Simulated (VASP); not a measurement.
Level of theory: PBEsol GGA, VASP's PBE PAW potentials (set 64) (plane waves; VASP).

VASP ran on this input.

**POSCAR**
```
WSe2
3.2749440
  0.4999999970  -0.8660253000   0.0000000000
  0.4999999970   0.8660253000   0.0000000000
  0.0000000000   0.0000000000   4.0301014652
W Se
2 4
Cart
  0.4999999970   0.2886756774   1.0075253663
  0.4999999970  -0.2886756774   3.0225760989
  0.4999999970   0.2886756774   3.5343519589
  0.4999999970  -0.2886756774   1.5193012263
  0.4999999970  -0.2886756774   0.4957495063
  0.4999999970   0.2886756774   2.5108002388
```

### INCAR
```
# general
SYSTEM =WSe2
PREC   =Accurate
ENCUT  =400
LREAL  =.False.   # projection in real space or not
LASPH  =.True.   # aspherical one-centre terms
ICHARG =11   # fixed density

# electronic loop
EDIFF  =1E-7   # SCF stop (eV)
NELM   =100
ALGO   =Normal   # blocked Davidson
LMAXMIX=6   # l cut-off of mixed one-centre charges

# smearing
ISMEAR =0   # Gaussian
SIGMA  =0.05

# functional
GGA    =PS   # PBEsol

# output
LWAVE  =.False.
LCHARG =.False.
LORBIT =11   # lm-projected
```

**KPOINTS**
```
k-points along high-symmetry lines
10
Line-mode
Reciprocal
  0.000000   0.000000   0.000000 ! GAMMA
  0.000000   0.500000   0.000000 ! M

  0.000000   0.500000   0.000000 ! M
 -0.333333   0.666667   0.000000 ! K

 -0.333333   0.666667   0.000000 ! K
  0.000000   0.000000   0.000000 ! GAMMA

  0.000000   0.000000   0.000000 ! GAMMA
  0.000000   0.000000   0.500000 ! A

  0.000000   0.000000   0.500000 ! A
  0.000000   0.500000   0.500000 ! L

  0.000000   0.500000   0.500000 ! L
 -0.333333   0.666667   0.500000 ! H

 -0.333333   0.666667   0.500000 ! H
  0.000000   0.000000   0.500000 ! A

  0.000000   0.500000   0.500000 ! L
  0.000000   0.500000   0.000000 ! M

 -0.333333   0.666667   0.500000 ! H
 -0.333333   0.666667   0.000000 ! K
```

POTCAR, in this order: W_sv Se (PBE.64 set). Program: vasp_std. Read from the step before: CHGCAR.

What VASP printed:

### OSZICAR
```
       N       E                     dE             d eps       ncg     rms          rms(c)
DAV:   1     0.453601764174E+03    0.45360E+03   -0.25174E+04  6332   0.135E+03
DAV:   2    -0.156550742150E+02   -0.46926E+03   -0.45859E+03  6669   0.387E+02
DAV:   3    -0.444402405181E+02   -0.28785E+02   -0.28219E+02  6978   0.870E+01
DAV:   4    -0.452222211153E+02   -0.78198E+00   -0.77938E+00  6887   0.138E+01
DAV:   5    -0.452397586091E+02   -0.17537E-01   -0.17529E-01  7142   0.204E+00
DAV:   6    -0.452402506386E+02   -0.49203E-03   -0.49183E-03  7050   0.331E-01
DAV:   7    -0.452402626111E+02   -0.11972E-04   -0.11971E-04  7242   0.559E-02
DAV:   8    -0.452402630133E+02   -0.40217E-06   -0.40212E-06  6788   0.100E-02
DAV:   9    -0.452402630265E+02   -0.13298E-07   -0.13307E-07  4792   0.198E-03
   1 F= -.45240263E+02 E0= -.45240263E+02  d E =-.720041E-28
```

### OUTCAR
```
 val. band max:        5.9524980495   @ k =  -0.0000   0.0000   0.0000

 cond. band min:       6.9563399605   @ k =  -0.1852   0.3704   0.0000



 k-point     1 :       0.0000    0.0000    0.0000
  band No.  band energies     occupation
      1     -68.2350      2.00000
      2     -68.2350      2.00000
      3     -32.4951      2.00000
      4     -32.4950      2.00000
      5     -32.3484      2.00000
      6     -32.3484      2.00000
      7     -32.3484      2.00000
      8     -32.3484      2.00000
      9      -9.2753      2.00000
     10      -9.0717      2.00000
     11      -8.0663      2.00000
     12      -7.7196      2.00000
     13      -1.0992      2.00000
     14      -0.1260      2.00000
     15       2.4222      2.00000
     16       3.3790      2.00000
     17       3.3790      2.00000
     18       3.3917      2.00000
     19       3.3917      2.00000
     20       4.5210      2.00000
     21       4.5210      2.00000
     22       4.5628      2.00000
     23       4.5628      2.00000
     24       4.7852      2.00000
     25       4.8615      2.00000
     26       5.9525      2.00000
     27       8.7311      0.00000
     28       8.7340      0.00000
     29       8.7726      0.00000
     30       8.8048      0.00000
     31       8.8513      0.00000

 k-point     2 :       0.0000    0.0556    0.0000
  band No.  band energies     occupation
      1     -68.2347      2.00000
      2     -68.2347      2.00000
      3     -32.4936      2.00000
      4     -32.4936      2.00000
      5     -32.3559      2.00000
      6     -32.3559      2.00000
      7     -32.3502      2.00000
      8     -32.3502      2.00000
      9      -9.2271      2.00000
     10      -9.0237      2.00000
     11      -8.0400      2.00000
     12      -7.6972      2.00000
     13      -1.0373      2.00000
     14      -0.0642      2.00000
     15       2.3775      2.00000
     16       3.2283      2.00000
     17       3.2453      2.00000
     18       3.4247      2.00000
...
```

The density is held fixed in this step, so its total energy and stress have no physical meaning. Without a dispersion term in the relaxation, distances and binding between the weakly bound layers, chains or molecules are unreliable, and so is what depends on them. Unless said otherwise, spin-orbit coupling is left out, though it shifts the bands of the heavy elements here.

The compound is WSe2 in the 2H layered structure. It was relaxed first.
